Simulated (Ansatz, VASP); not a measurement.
## MgSnO2 in VASP and in Ansatz

The input INCAR:

```
ALGO     = Normal         # electronic algorithm
EDIFF    = 1E-6           # SCF threshold, eV
ENCUT    = 520            # plane-wave cutoff, eV
GGA      = PE             # functional
ISIF     = 2              # what is computed and relaxed
ISMEAR   = 0              # smearing method
LASPH    = True           # aspherical terms in the spheres
LCHARG   = False          # write CHGCAR
LREAL    = False          # projectors in reciprocal space
LWAVE    = False          # write WAVECAR
NBANDS   = 22             # bands
NELM     = 60             # most SCF steps
PREC     = Accurate       # precision mode
SIGMA    = 0.1            # smearing width, eV
```

Contents of KPOINTS:

```
k-points
0
Gamma
  4 4 6
```

The input POSCAR:

```
MgSnO2
1.0
    4.4456421600      0.0000000000      0.0000000000
    0.0000000000      4.4456421600      0.0000000000
    0.0000000000      0.0000000000      2.6189405600
Mg Sn O
1 1 2
Direct
    0.5000000000      0.5000000000      0.5000000000
    0.0000000000      0.0000000000      0.0000000000
    0.5000000000      0.0000000000      0.0000000000
    0.0000000000      0.5000000000      0.0000000000
```

Input for Ansatz:

```yaml
crystal:
  lattice:
    - [4.44564216, 0.0, 0.0]
    - [0.0, 4.44564216, 0.0]
    - [0.0, 0.0, 2.61894056]
  atoms:
    - { symbol: Mg, position: [0.5, 0.5, 0.5] }
    - { symbol: Sn, position: [0.0, 0.0, 0.0] }
    - { symbol: O, position: [0.5, 0.0, 0.0] }
    - { symbol: O, position: [0.0, 0.5, 0.0] }
basis:
  ecutwfc: 420
kpoints:
  mp_grid: { grid: [4, 4, 6] }
hamiltonian:
  xc: pbe
scf:
  occupations: { method: gaussian, width: 0.1 }
  lower_state_search: "off"
output:
  forces: true
  stress: true
  eigenvalues: true
```

Alike in both runs: task single point; functional PBE; k mesh 4 × 4 × 6; occupations gaussian, width 0.1 eV; no spin polarisation.

|  | VASP | Ansatz |
| --- | --- | --- |
| version | VASP 6.6.1 | Ansatz 0.2.0 |
| potentials or method | VASP PAW PBE potentials, release 64 (Mg, Sn_d, O) | scalar-relativistic, plane waves, PAW |
| plane-wave cutoff (eV) | 520 | 420 |
| valence electrons in the cell | 28 | 36 |

```tsv
	VASP	Ansatz	Ansatz less VASP
gap on the k mesh at the Fermi level (eV)	none	none	-
pressure (GPa)	4.6	4.6	+0.07
largest component of the traceless stress (GPa)	36.31	36.56	+0.254
```

A gap of «none» marks a metal or a gap that the smearing closes. The functional is the same, so the differences come from potentials, cutoffs and numerics. The two sets of potentials don't hold the same shells in valence.

Caveats: the k mesh is coarse (spacing up to 0.40 Å⁻¹), so the values aren't converged.
